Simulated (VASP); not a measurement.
An input for Ansatz (written as the equivalent of a VASP run, and not itself run):

Ansatz 0.2 input:
```yaml
crystal:
  lattice:
    - [2.5749300, 1.4866360, 4.8510620]
    - [-2.5749300, 1.4866360, 4.8510620]
    - [0.0000000, -2.9732740, 4.8510620]
  atoms:
    - { symbol: Cd, position: [0.5000000, 0.5000000, 0.5000000] }
    - { symbol: Sn, position: [0.0000000, 0.0000000, 0.0000000] }
    - { symbol: F, position: [0.7679400, 0.3798770, 0.0854600] }
    - { symbol: F, position: [0.2320600, 0.6201230, 0.9145400] }
    - { symbol: F, position: [0.0854600, 0.7679400, 0.3798770] }
    - { symbol: F, position: [0.9145400, 0.2320600, 0.6201230] }
    - { symbol: F, position: [0.3798770, 0.0854600, 0.7679400] }
    - { symbol: F, position: [0.6201230, 0.9145400, 0.2320600] }
kpoints:
  mp_grid: { grid: [5, 5, 5] }
hamiltonian:
  xc: lda
  pseudopotentials: { kind: paw }
scf:
  occupations: { method: gaussian, width: 0.01 }
  max_iter: 100
output: { forces: true, stress: true, eigenvalues: true }
```

### Question
Write the VASP files for the same calculation (LDA).

### Answer
One answer among several that fit: 
INCAR:
```
# general
SYSTEM   =  CdSnF6
PREC     =  Accurate
ENCUT    =  400
LREAL    =  .FALSE.
LASPH    =  .TRUE.

# electronic loop
EDIFF    =  1E-6
NELM     =  100
ALGO     =  Normal
LMAXMIX  =  4

# smearing
ISMEAR   =  0
SIGMA    =  0.01

# ions
ISIF     =  2

# output
LWAVE    =  .FALSE.
LCHARG   =  .FALSE.
```

### POSCAR
```
CdSnF6
1
    2.5749300000     1.4866360000     4.8510620000
   -2.5749300000     1.4866360000     4.8510620000
    0.0000000000    -2.9732740000     4.8510620000
Cd Sn F
1 1 6
Direct
  0.5000000000   0.5000000000   0.5000000000
  0.0000000000   0.0000000000   0.0000000000
  0.7679400000   0.3798770000   0.0854600000
  0.2320600000   0.6201230000   0.9145400000
  0.0854600000   0.7679400000   0.3798770000
  0.9145400000   0.2320600000   0.6201230000
  0.3798770000   0.0854600000   0.7679400000
  0.6201230000   0.9145400000   0.2320600000
```

### KPOINTS
```
Automatic
0
G
  5 5 5
```

POTCAR, in this order: Cd Sn_d F (LDA.64 set). Program: vasp_std.

Limits of the translation: each code has its own PAW files, so the cut-off isn't converted (ENCUT is set for VASP's; basis.ecutwfc is left out, and Ansatz then takes the one that its files recommend); Ansatz stops its SCF on the density residual and VASP on the energy change (EDIFF); Ansatz's lda is the Perdew-Wang form, while the LDA potentials of VASP carry Perdew-Zunger's.

The structure comes from a computed database's CdSnF6 entry; how it stands against other phases isn't given here. The cell was not relaxed at this level, and its volume differs by -5.9 % from the start's.
